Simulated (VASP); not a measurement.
## Nb: surface energy and work function by face

Which face of Nb is cheapest, and which holds its electrons hardest?

Calculated with VASP 6.6.1; PBE; plane waves and PAW (Nb_pv).

## (1) The starting structure

It takes space group Im-3m (No. 229, cubic). The conventional cell has a = 3.300 Å, b = 3.300 Å, c = 3.300 Å, α = 90.00°, β = 90.00°, γ = 90.00°. Nearest to Nb lie 8 Nb at 2.86 Å.

As a file:

```cif
data_structure
_symmetry_space_group_name_H-M 'Im-3m'
_symmetry_Int_Tables_number 229
_cell_length_a 3.3000
_cell_length_b 3.3000
_cell_length_c 3.3000
_cell_angle_alpha 90.000
_cell_angle_beta 90.000
_cell_angle_gamma 90.000
_cell_volume 35.94
loop_
_atom_site_label
_atom_site_type_symbol
_atom_site_symmetry_multiplicity
_atom_site_Wyckoff_symbol
_atom_site_fract_x
_atom_site_fract_y
_atom_site_fract_z
_atom_site_occupancy
Nb1 Nb 2 a 0.00000 0.00000 0.00000 1
```

## (2) The bulk reference, job relaxation, k-mesh 16×16×16

The bulk crystal is relaxed first, so that the slabs are cut at this functional's lattice.

INCAR reads:

```
SYSTEM = Nb
PREC = Accurate
ENCUT = 420
EDIFF = 1E-06
NELM = 120
ISMEAR = 1
SIGMA = 0.15
LREAL = .FALSE.
ALGO = Normal
GGA = PE
NBANDS = 11
LASPH = .TRUE.
LORBIT = 11
LWAVE = .FALSE.
LCHARG = .FALSE.
KPAR = 4
IBRION = 2
NSW = 30
ISIF = 3
EDIFFG = -0.01
POTIM = 0.4
```

POSCAR reads:

```
Nb
1.0
   -1.6500000000      1.6500000000      1.6500000000
    1.6500000000     -1.6500000000      1.6500000000
    1.6500000000      1.6500000000     -1.6500000000
Nb
1
Direct
    0.0000000000      0.0000000000      0.0000000000
```

KPOINTS reads:

```
Automatic mesh
0
Gamma
16 16 16
0 0 0
```

Potentials, in the order of the species: Nb_pv (PBE family, release 64).

Started as:

```console
> mpirun -np 4 vasp_std
```

The program printed:

```text
[banner, memory and clock lines left out]
running    4 mpi-ranks, on    1 nodes
 distrk:  each k-point on    1 cores,    4 groups
 distr:  one band on    1 cores,    1 groups

 POSCAR found type information on POSCAR Nb
 POSCAR found :  1 types and       1 ions
 LDA part: xc-table for (Slater+PW92), standard interpolation
 POSCAR, INCAR and KPOINTS ok, starting setup
 FFT: planning ... GRIDC
 FFT: planning ... GRID_SOFT
 FFT: planning ... GRID
 WAVECAR not read
 entering main loop
       N       E                     dE             d eps       ncg     rms          rms(c)
DAV:   1     0.591167606815E+02    0.59117E+02   -0.54577E+03  3374   0.865E+02
DAV:   2    -0.888636737686E+01   -0.68003E+02   -0.64131E+02  3274   0.293E+02
DAV:   3    -0.105670779973E+02   -0.16807E+01   -0.15906E+01  4492   0.489E+01
DAV:   4    -0.105842758742E+02   -0.17198E-01   -0.17154E-01  4247   0.330E+00
DAV:   5    -0.105843864947E+02   -0.11062E-03   -0.11061E-03  3885   0.274E-01    0.176E+01
DAV:   6    -0.101872379975E+02    0.39715E+00   -0.39828E-01  5145   0.957E+00    0.776E+00
DAV:   7    -0.100909136330E+02    0.96324E-01   -0.21105E-01  5160   0.683E+00    0.471E-01
DAV:   8    -0.100886611345E+02    0.22525E-02   -0.34778E-03  3903   0.785E-01    0.147E-01
DAV:   9    -0.100886851867E+02   -0.24052E-04   -0.58110E-05  4728   0.115E-01    0.120E-02
DAV:  10    -0.100886731928E+02    0.11994E-04   -0.27338E-06  3683   0.177E-02    0.183E-03
DAV:  11    -0.100886728202E+02    0.37262E-06   -0.66776E-08  1964   0.434E-03
   1 F= -.10088673E+02 E0= -.10088699E+02  d E =-.100887E+02
 curvature:   0.00 expect dE= 0.000E+00 dE for cont linesearch  0.000E+00
 trial: gam= 0.00000 g(F)=  0.244E-62 g(S)=  0.166E-01 ort = 0.000E+00 (trialstep = 0.100E+01)
 search vector abs. value=  0.166E-01
 bond charge predicted
       N       E                     dE             d eps       ncg     rms          rms(c)
DAV:   1    -0.102279776645E+02   -0.13930E+00   -0.30647E+00  3352   0.225E+01    0.477E+00
DAV:   2    -0.101035192528E+02    0.12446E+00   -0.16981E-01  4872   0.660E+00    0.109E+00
DAV:   3    -0.100855579322E+02    0.17961E-01   -0.41578E-02  5115   0.328E+00    0.655E-01
DAV:   4    -0.100862082960E+02   -0.65036E-03   -0.15624E-03  4389   0.541E-01    0.599E-02
DAV:   5    -0.100862118881E+02   -0.35921E-05   -0.23184E-05  4101   0.442E-02    0.130E-02
DAV:   6    -0.100862115598E+02    0.32825E-06   -0.21183E-06  3321   0.909E-03
   2 F= -.10086212E+02 E0= -.10086346E+02  d E =0.246126E-02
 trial-energy change:    0.002461  1 .order    0.002186   -0.016617    0.020990
 step:   0.4311(harm=  0.4419)  dis= 0.00000  next Energy=   -10.092233 (dE=-0.356E-02)
 bond charge predicted
       N       E                     dE             d eps       ncg     rms          rms(c)
DAV:   1    -0.101375479744E+02   -0.51336E-01   -0.95661E-01  3581   0.123E+01    0.289E+00
DAV:   2    -0.100981863116E+02    0.39362E-01   -0.51274E-02  4911   0.370E+00    0.607E-01
DAV:   3    -0.100920035813E+02    0.61827E-02   -0.13517E-02  5103   0.188E+00    0.427E-01
DAV:   4    -0.100922040928E+02   -0.20051E-03   -0.45145E-04  4493   0.313E-01    0.894E-02
DAV:   5    -0.100922193343E+02   -0.15241E-04   -0.15962E-05  4790   0.507E-02    0.160E-02
DAV:   6    -0.100922174807E+02    0.18535E-05   -0.37614E-07  1997   0.105E-02    0.151E-03
DAV:   7    -0.100922172707E+02    0.21002E-06   -0.77402E-08  1718   0.280E-03
   3 F= -.10092217E+02 E0= -.10092273E+02  d E =-.354445E-02
 curvature:  -0.22 expect dE=-0.339E-08 dE for cont linesearch -0.339E-08
 trial: gam= 0.00000 g(F)=  0.206E-62 g(S)=  0.153E-07 ort =-0.160E-04 (trialstep = 0.886E+00)
 search vector abs. value=  0.154E-07
 reached required accuracy - stopping structural energy minimisation
```

Run time: 14 s. Hardware: 4 MPI ranks of Intel Xeon Platinum 8488C (Sapphire Rapids), shared host; peak memory 0.59 GiB; 54 s of CPU time.

The logs omit lines about the potential files and the build; timing stands in the text.

OUTCAR, selected parts (step 2):

```text
ion  position               nearest neighbor table
   1  0.000  0.000  0.000-

  LATTYP: Found a body centered cubic cell.
 ALAT       =     3.3000000000

 Subroutine GETGRP returns: Found 48 space group operations
 (whereof 48 operations were pure point group operations)

The static configuration has the point symmetry O_h .

 Found    145 irreducible k-points:

   k-points           NKPTS =    145   k-points in BZ     NKDIM =    145   number of bands    NBANDS=     11

   dimension x,y,z NGX =    20 NGY =   20 NGZ =   20
   dimension x,y,z NGXF=    40 NGYF=   40 NGZF=   40

   ENCUT  =  420.0 eV  30.87 Ry    5.56 a.u.   4.78  4.78  4.78*2*pi/ulx,y,z

   NELECT =      11.0000    total number of electrons

 k-points in reciprocal lattice and weights: Automatic mesh
   0.00000000  0.00000000  0.00000000       0.000
   0.06250000  0.00000000  0.00000000       0.003
   0.12500000  0.00000000  0.00000000       0.003
   0.18750000  0.00000000  0.00000000       0.003
   0.25000000  0.00000000  0.00000000       0.003
   0.31250000  0.00000000  0.00000000       0.003
   0.37500000  0.00000000  0.00000000       0.003
   0.43750000  0.00000000  0.00000000       0.003
   0.50000000  0.00000000  0.00000000       0.001
[...]
0.50000000  0.50000000  0.43750000       0.003
   0.50000000  0.50000000  0.50000000       0.000

 average (electrostatic) potential at core
       1 -35.1705

 E-fermi :   4.8586

 k-point     1 :       0.0000    0.0000    0.0000
  band No.  band energies     occupation
      1     -24.9033      2.00000
      2     -24.9033      2.00000
      3     -24.9033      2.00000
      4      -1.0578      2.00000
      5       5.2025     -0.00556
      6       5.2025     -0.00556
      7       5.2025     -0.00556
      8       8.0547      0.00000
      9       8.0547      0.00000
    ...

 k-point     2 :       0.0625    0.0000    0.0000
  band No.  band energies     occupation
      1     -24.9564      2.00000
      2     -24.9193      2.00000
      3     -24.9037      2.00000
      4      -0.8987      2.00000
      5       5.1071     -0.04090
      6       5.1825     -0.00924
      7       5.3568     -0.00003
      8       7.9135      0.00000
      9       8.0583      0.00000
    ...

 k-point     3 :       0.1250    0.0000    0.0000
  band No.  band energies     occupation
      1     -25.1058      2.00000
      2     -24.9647      2.00000
      3     -24.9048      2.00000
      4      -0.4481      2.00000
      5       4.8477      1.12208
      6       5.0894     -0.05178
      7       5.8120     -0.00000
      8       7.6333     -0.00000
      9       8.0769      0.00000
     10      20.6690      0.00000
    ...

  Total       -0.0003639     -0.0003639     -0.0003639     -0.0000000      0.0000000     -0.0000000
  in kB       -0.0318422     -0.0318422     -0.0318422     -0.0000000      0.0000000     -0.0000000
  external PRESSURE =      -0.0318422 kB  Pullay stress =       0.0000000 kB

  energy-cutoff  :      420.00
  volume of cell :       18.31
      direct lattice vectors                 reciprocal lattice vectors
    -1.660400316  1.660400316  1.660400316     0.000000000  0.301132200  0.301132200
     1.660400316 -1.660400316  1.660400316     0.301132200  0.000000000  0.301132200
     1.660400316  1.660400316 -1.660400316     0.301132200  0.301132200  0.000000000

 POSITION                                       TOTAL-FORCE (eV/Angst)
 -----------------------------------------------------------------------------------
      0.00000      0.00000      0.00000         0.000000     -0.000000     -0.000000
 -----------------------------------------------------------------------------------
    total drift:                                0.000000     -0.000000      0.000000

  FREE ENERGIE OF THE ION-ELECTRON SYSTEM (eV)
  ---------------------------------------------------
  free  energy   TOTEN  =       -10.0922172707 eV

  energy  without entropy=      -10.0923848374  energy(sigma->0) =      -10.09227313

 reached required accuracy - stopping structural energy minimisation

 total charge
# of ion       s       p       d       tot
------------------------------------------
    1        0.420   6.291   3.084   9.795

[... 3 further parts left out ...]
```

CONTCAR:

```
Nb
   1.00000000000000
    -1.6604003163323890    1.6604003163323890    1.6604003163323890
     1.6604003163323890   -1.6604003163323890    1.6604003163323890
     1.6604003163323890    1.6604003163323890   -1.6604003163323890
  Nb
     1
Direct
     0.0000000000000000    0.0000000000000000    0.0000000000000000
```

This run has no spin polarisation. Its electron count is odd, so without a moment it is a metal by construction. The run keeps the 48 symmetry operations of its start, so it cannot find a distortion of lower symmetry.

Step by step:

| step | energy less that of the first step (eV) | largest force (eV/Å) | pressure (GPa) | volume (Å³) |
| --- | --- | --- | --- | --- |
| 1 | 0.0000 | 0.0000 | 3.38 | 17.97 |
| 2 | 0.0025 | 0.0000 | -4.08 | 18.77 |
| 3 | -0.0035 | 0.0000 | 0.00 | 18.31 |

| conventional cell, symmetrised | before | after | change |
| --- | --- | --- | --- |
| a (Å) | 3.300 | 3.321 | +0.6 % |
| b (Å) | 3.300 | 3.321 | +0.6 % |
| c (Å) | 3.300 | 3.321 | +0.6 % |
| volume (Å³/atom) | 17.97 | 18.31 | +1.9 % |

The relaxed structure:

```xyz
1
Lattice="-1.6604 1.6604 1.6604 1.6604 -1.6604 1.6604 1.6604 1.6604 -1.6604" Properties=species:S:1:pos:R:3 pbc="T T T"
Nb    0.0000    0.0000    0.0000
```

Numbers from this step:

```
electronic cycles       : 24
electrons               : 11
free energy (TOTEN)     : -10.09 eV
energy at zero smearing : -10.09 eV
Fermi energy            : 4.859 eV
metallic                : yes
```

The run ended after 3 ionic steps, 0.004 eV below its first step, once forces and stress met EDIFFG = -0.01.

Energy at zero smearing: -10.09227 eV.

## (3) The bulk reference, job self-consistent run, k-mesh 20×20×20

INCAR reads:

```
SYSTEM = Nb
PREC = Normal
ENCUT = 320
EDIFF = 1E-06
NELM = 120
ISMEAR = 1
SIGMA = 0.15
LREAL = .FALSE.
ALGO = Fast
GGA = PE
NBANDS = 11
LASPH = .TRUE.
LORBIT = 11
LWAVE = .FALSE.
LCHARG = .FALSE.
KPAR = 4
```

POSCAR reads:

```
Nb
1.0
   -1.6604003163      1.6604003163      1.6604003163
    1.6604003163     -1.6604003163      1.6604003163
    1.6604003163      1.6604003163     -1.6604003163
Nb
1
Direct
    0.0000000000      0.0000000000      0.0000000000
```

KPOINTS reads:

```
Automatic mesh
0
Gamma
20 20 20
0 0 0
```

Started as:

```console
> mpirun -np 4 vasp_std
```

The program printed:

```text
[... set-up lines as in an earlier step ...]
 entering main loop
       N       E                     dE             d eps       ncg     rms          rms(c)
DAV:   1     0.384308276277E+02    0.38431E+02   -0.48553E+03  6671   0.716E+02
DAV:   2    -0.969670578225E+01   -0.48128E+02   -0.45731E+02  5874   0.233E+02
DAV:   3    -0.105977745449E+02   -0.90107E+00   -0.87929E+00  8170   0.350E+01
DAV:   4    -0.106036376527E+02   -0.58631E-02   -0.58587E-02  7379   0.193E+00
DAV:   5    -0.106036829680E+02   -0.45315E-04   -0.45314E-04  6962   0.179E-01    0.173E+01
RMM:   6    -0.101769516779E+02    0.42673E+00   -0.28134E-01  6857   0.710E+00    0.683E+00
RMM:   7    -0.100901182657E+02    0.86833E-01   -0.55144E-01  8236   0.642E+00    0.500E-01
RMM:   8    -0.100892095375E+02    0.90873E-03   -0.19575E-02  8450   0.178E+00    0.818E-01
RMM:   9    -0.100884253313E+02    0.78421E-03   -0.43493E-03  8038   0.560E-01    0.468E-01
RMM:  10    -0.100880759116E+02    0.34942E-03   -0.70443E-04  7276   0.334E-01    0.103E-01
RMM:  11    -0.100880897176E+02   -0.13806E-04   -0.20489E-04  7297   0.128E-01    0.302E-02
RMM:  12    -0.100880888256E+02    0.89199E-06   -0.13431E-05  7204   0.449E-02    0.317E-03
RMM:  13    -0.100880878235E+02    0.10021E-05   -0.23805E-06  5232   0.217E-02    0.286E-03
RMM:  14    -0.100880878319E+02   -0.83976E-08   -0.39207E-07  4152   0.121E-02
   1 F= -.10088088E+02 E0= -.10088434E+02  d E =0.103715E-02
```

Elapsed: 5 s, on 4 MPI ranks; peak memory 0.5 GiB; 17 s of CPU time.

OUTCAR, selected parts (step 3):

```text
  LATTYP: Found a body centered cubic cell.
 ALAT       =     3.3208006326

The static configuration has the point symmetry O_h .

 Found    256 irreducible k-points:

   k-points           NKPTS =    256   k-points in BZ     NKDIM =    256   number of bands    NBANDS=     11

   dimension x,y,z NGX =    14 NGY =   14 NGZ =   14
   dimension x,y,z NGXF=    28 NGYF=   28 NGZF=   28

   ENCUT  =  320.0 eV  23.52 Ry    4.85 a.u.   4.19  4.19  4.19*2*pi/ulx,y,z

   NELECT =      11.0000    total number of electrons

 E-fermi :   4.8599

 k-point     1 :       0.0000    0.0000    0.0000
  band No.  band energies     occupation
      1     -24.9087      2.00000
      2     -24.9087      2.00000
      3     -24.9087      2.00000
      4      -1.0577      2.00000
      5       5.2014     -0.00592
      6       5.2014     -0.00592
      7       5.2014     -0.00592
      8       8.0533      0.00000
      9       8.0533      0.00000
    ...

 k-point     2 :       0.0500    0.0000    0.0000
  band No.  band energies     occupation
      1     -24.9430      2.00000
      2     -24.9191      2.00000
      3     -24.9090      2.00000
      4      -0.9553      2.00000
      5       5.1398     -0.02404
      6       5.1890     -0.00813
      7       5.2999     -0.00027
      8       7.9598      0.00000
      9       8.0553      0.00000
    ...

  Total       -0.0432387     -0.0432387     -0.0432387     -0.0000000     -0.0000000     -0.0000000
  in kB       -3.7834260     -3.7834260     -3.7834260     -0.0000000     -0.0000000     -0.0000000
  external PRESSURE =      -3.7834260 kB  Pullay stress =       0.0000000 kB

  energy-cutoff  :      320.00
  volume of cell :       18.31
      direct lattice vectors                 reciprocal lattice vectors
    -1.660400316  1.660400316  1.660400316     0.000000000  0.301132200  0.301132200
     1.660400316 -1.660400316  1.660400316     0.301132200  0.000000000  0.301132200
     1.660400316  1.660400316 -1.660400316     0.301132200  0.301132200  0.000000000

 POSITION                                       TOTAL-FORCE (eV/Angst)
 -----------------------------------------------------------------------------------
      0.00000      0.00000      0.00000         0.000000     -0.000000      0.000000
 -----------------------------------------------------------------------------------
    total drift:                               -0.000000     -0.000000     -0.000000

  FREE ENERGIE OF THE ION-ELECTRON SYSTEM (eV)
  ---------------------------------------------------
  free  energy   TOTEN  =       -10.0880878319 eV

  energy  without entropy=      -10.0891249801  energy(sigma->0) =      -10.08843355

 total charge
# of ion       s       p       d       tot
------------------------------------------
    1        0.420   6.292   3.089   9.801

[... 2 parts as in an earlier step ...]

[... 6 further parts left out ...]
```

This step gave:

```
electronic cycles : 14
Fermi energy      : 4.860 eV
```

Energy at zero smearing: -10.08843 eV.

The run ends at a pressure of -0.38 GPa.

[end of part 1 of 6]

[Lines on the potential files, build, host, timing and source positions are cut from VASP's logs without a mark.]

[Logs are printed without paths, hosts, clocks, repeated set-up lines and the standing remarks that a program may print on its own settings, such as how far it seeks lower states.]

[Hosts, paths, dates, database ids (printed as entryN), source tags and the programs' standing remarks are cut or masked in the printed files.]

[Runs that stopped without an error message from VASP are left out.]
